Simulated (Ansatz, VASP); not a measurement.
# Cross-check of B2Ru between VASP and Ansatz, part 2 of 2

Aim: how closely do two programs agree when they are given the same cell, functional and k mesh? The cell is taken from a series of runs on this material, whose earlier steps may have relaxed, scaled, displaced or heated it; both programs get it as it stands.

VASP 6.6.1 and Ansatz 0.2.0.

So far: Starting point; VASP: relaxation of cell and atoms, LDA, pair 1; Ansatz: relaxation of cell and atoms, LDA, pair 1; Comparison.

## (5) VASP: relaxation of cell and atoms, LDA, pair 2

Level of this step: LDA; plane waves and PAW (B, Ru_pv) (VASP).

The relaxed volume is the usual yardstick between codes: in a stiff, nearly cubic crystal its relative difference is about their pressure difference at one cell divided by the bulk modulus.

The input, INCAR:

```
SYSTEM = B2Ru
PREC = Accurate
ENCUT = 500
EDIFF = 1E-07
NELM = 120
ISMEAR = 1
SIGMA = 0.2
LREAL = .FALSE.
ALGO = Normal
GGA = CA
NBANDS = 26
LASPH = .TRUE.
LORBIT = 11
LWAVE = .FALSE.
LCHARG = .FALSE.
ISIF = 3
IBRION = 2
NSW = 80
EDIFFG = -0.005
GGA_COMPAT = .FALSE.
NELMIN = 4
KPAR = 2
```

The input, POSCAR:

```
B2Ru
1.0
    2.8364560000      0.0000000000      0.0000000000
    0.0000000000      4.5912270000      0.0000000000
    0.0000000000      0.0000000000      3.9988380000
B Ru
4 2
Direct
    0.0000000000      0.8034908751      0.3630312106
    0.0000000000      0.1965091249      0.3630312106
    0.5000000000      0.3034909840      0.6369687894
    0.5000000000      0.6965090160      0.6369687894
    0.0000000000      0.0000000000      0.8491434262
    0.5000000000      0.5000001089      0.1508568239
```

The input, KPOINTS:

```
Automatic mesh
0
Gamma
10 6 8
0 0 0
```

The projector-augmented-wave data sets are B and Ru_pv (LDA family, release 64).

Launch:

```bash
$ mpirun -np 2 vasp_std
```

Numbers of over 12 decimals in the logs are rounded to 6 here.

The program printed:

```text
[... set-up lines as in an earlier step ...]
 entering main loop
       N       E                     dE             d eps       ncg     rms          rms(c)
DAV:   1     0.333964439532E+03    0.33396E+03   -0.21883E+04  6240   0.154E+03
DAV:   2    -0.438913200946E+02   -0.37786E+03   -0.37015E+03  6544   0.443E+02
DAV:   3    -0.595422255893E+02   -0.15651E+02   -0.15422E+02  7672   0.839E+01
DAV:   4    -0.597521322531E+02   -0.20991E+00   -0.20939E+00  7438   0.929E+00
[...]
DAV:  12    -0.530897075387E+02   -0.11042E-05   -0.17457E-05  7830   0.332E-02    0.134E-02
DAV:  13    -0.530897063930E+02    0.11458E-05   -0.45950E-06  7068   0.159E-02    0.117E-03
DAV:  14    -0.530897064143E+02   -0.21379E-07   -0.25415E-07  5356   0.362E-03
   1 F= -.53089706E+02 E0= -.53090225E+02  d E =-.530897E+02
[... from here on, the cycles between the ionic steps are left out ...]
   2 F= -.53089503E+02 E0= -.53090125E+02  d E =0.203325E-03
   3 F= -.53090265E+02 E0= -.53090831E+02  d E =-.558304E-03
   4 F= -.53090555E+02 E0= -.53091203E+02  d E =-.290612E-03
   5 F= -.53090570E+02 E0= -.53091244E+02  d E =-.305573E-03
   6 F= -.53090616E+02 E0= -.53091294E+02  d E =-.454045E-04
   7 F= -.53090617E+02 E0= -.53091295E+02  d E =-.470356E-04
[...]
reached required accuracy - stopping structural energy minimisation
```

Parts of OUTCAR (step 5):

```text
  Total        0.0049443      0.0135800     -0.0082221      0.0000000      0.0000000      0.0000000
  in kB        0.1517956      0.4169194     -0.2524261      0.0000000      0.0000000      0.0000000
  external PRESSURE =       0.1054296 kB  Pullay stress =       0.0000000 kB

 POSITION                                       TOTAL-FORCE (eV/Angst)
 -----------------------------------------------------------------------------------
      0.00000      3.70017      1.45283         0.000000     -0.001778     -0.003254
      0.00000      0.89952      1.45283         0.000000      0.001778     -0.003254
      1.41688      1.40032      2.55092         0.000000     -0.001778      0.003254
      1.41688      3.19936      2.55092         0.000000      0.001778      0.003254
      0.00000      0.00000      3.39868         0.000000      0.000000     -0.002809
      1.41688      2.29984      0.60508         0.000000      0.000000      0.002809
 -----------------------------------------------------------------------------------
    total drift:                                0.000000     -0.000520      0.000150

  FREE ENERGIE OF THE ION-ELECTRON SYSTEM (eV)
  ---------------------------------------------------
  free  energy   TOTEN  =       -53.0906173273 eV

  energy  without entropy=      -53.0926492851  energy(sigma->0) =      -53.09129465

[... 1 part as in an earlier step ...]

[... 3 further parts left out ...]
[key lines of the parts left out:]
E-fermi :  11.0580
```

## (6) Ansatz: relaxation of cell and atoms, LDA, pair 2

The same cell, functional (in two slightly different forms), mesh and smearing now go to Ansatz, which takes its cutoff from its data sets.

The cell is taken from a series of runs on this material, whose earlier steps may have relaxed, scaled, displaced or heated it; both programs get it as it stands.

The input, input.yaml:

```yaml
crystal:
  lattice:
    - [2.836456031, 0.0, 0.0]
    - [0.0, 4.5912270061, 0.0]
    - [0.0, 0.0, 3.9988382638]
  atoms:
    - { symbol: B, position: [0.0, 0.8034909456, 0.3630311453] }
    - { symbol: B, position: [0.0, 0.1965090544, 0.3630311453] }
    - { symbol: B, position: [0.5, 0.3034909456, 0.6369688547] }
    - { symbol: B, position: [0.5, 0.6965090544, 0.6369688547] }
    - { symbol: Ru, position: [0.0, 0.0, 0.8491432721] }
    - { symbol: Ru, position: [0.5, 0.5, 0.1508567279] }
kpoints:
  mp_grid: { grid: [10, 6, 8] }
hamiltonian:
  xc: lda
  pseudopotentials: { kind: paw, azcp: { folder: soft_1 }, xc_functional: pbe }
scf:
  occupations: { method: methfessel_paxton, width: 0.2 }
output:
  forces: true
  stress: true
  eigenvalues: true
relax:
  adjacent_minimum: "off"
  f_tol: 0.001
  max_steps: 60
  cell: { stress_tol: 0.01 }
```

Launch:

```bash
$ ansatz run input.yaml --threads 8 --pin off --max-ram 20480MiB --backend cpu --events-out ev --progress --plain --runs-dir out
```

The program printed:

```text
[...]
Crystal: 6 atoms, lattice volume = 52.076 Å³
Basis set: ecut = 420 eV, 1003 PW (Γ)
Bands: 28, of which v1, the nominal top of the filled ones, is band 22 counted from 1 (21 counted from 0)
Symmetry: 8 space group operations
[...]
k-points: 120 of 480
[...]
cell:  # Å, volume = 52.0744 Å³
    - [2.831748, 0.0, 0.0]
    - [0.0, 4.596853, 0.0]
    - [0.0, 0.0, 4.000451]
  atoms:
    - { symbol: B, position: [0, 0.804326, 0.362744] }
    - { symbol: B, position: [0, 0.195674, 0.362744] }
    - { symbol: B, position: [0.5, 0.304326, 0.637256] }
    - { symbol: B, position: [0.5, 0.695674, 0.637256] }
    - { symbol: Ru, position: [0, 0, 0.848602] }
    - { symbol: Ru, position: [0.5, 0.500000, 0.151398] }
[key lines of the parts left out:]
SCF converged after 4 iterations
Free energy (F): -12117.607289 eV
Fermi energy:    18.048967 eV
P = ⅓ Tr σ = -0.0010 GPa (-0.010 kbar)
```

## (7) Differences

What differs besides the data sets and the points named for the pairs above, as far as they apply: the data sets hold 44 valence electrons in Ansatz (on its PAW soft_1 files) and 40 in VASP. Total energies have different zeros and are not compared.

Both answers:

```tsv
quantity	Ansatz	VASP	difference
volume (Å³)	52.07	52.19	-0.21 %
edge a after relaxation, in the typed setting (Å)	2.832	2.834	-0.07 %
edge b after relaxation, in the typed setting (Å)	4.597	4.600	-0.06 %
edge c after relaxation, in the typed setting (Å)	4.000	4.004	-0.08 %
```

## (8) Summary of results

- difference in volume (relaxation of cell and atoms, LDA, pair 1): -0.22 %
- difference in volume (relaxation of cell and atoms, LDA, pair 2): -0.21 %

What this shows: The difference in volume is -0.22 % (relaxation of cell and atoms, LDA, pair 1), within the 1.2 % picked in this series as the mark of a large difference, as far as the stopping tolerances let one tell. The data sets hold unlike numbers of valence electrons (44 in Ansatz and 40 in VASP), so part of the differences comes from the potentials. How closely two codes agree says nothing of how well the functional describes the real material.

[Lines on the potential files, build, host, timing and source positions are cut from VASP's logs without a mark.]

[Logs are printed without paths, hosts, clocks, repeated set-up lines and the standing remarks that a program may print on its own settings, such as how far it seeks lower states.]

[Hosts, paths, dates, database ids (printed as entryN), source tags and the programs' standing remarks are cut or masked in the printed files.]
